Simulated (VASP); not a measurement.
Given:

```xyz
10
Lattice="3.1500 0.0000 0.0000 0.0000 4.4548 0.0000 0.0000 0.0000 26.1369" Properties=species:S:1:pos:R:3 pbc="T T T"
Zn     1.5750     0.0000     8.5813
Zn     1.5750     2.2274    10.8243
Zn     1.5750     0.0000    13.0685
Zn     1.5750     2.2274    15.3127
Zn     1.5750     0.0000    17.5556
Au     0.0000     2.2274     8.6299
Au     0.0000     0.0000    10.8826
Au     0.0000     2.2274    13.0685
Au     0.0000     0.0000    15.2543
Au     0.0000     2.2274    17.5071
```

Calculation: r2SCAN meta-GGA, VASP's PBE PAW potentials (set 64) (plane waves; VASP). Run with PREC = Normal, 400 eV cut-off, 9×6×1 Γ-centred mesh, first-order Methfessel-Paxton smearing of 0.10 eV, potentials Zn Au.

Unless said otherwise, spin-orbit coupling is left out, though it shifts the bands of the heavy elements here.

Question: Estimate the energy per atom (σ→0), band gap (on the k-mesh) with the smallest direct gap where there is one.

Answer: 
```json
{
  "band gap (on the k-mesh)": "none (metal, semimetal or under 0.01 eV)",
  "energy per atom (σ→0)": "-29818 meV/atom"
}
```

The absolute energy has meaning only against runs of the same code, potentials and settings.

The cell is a thin slab with vacuum, built from AuZn (CsCl type): (110) face.
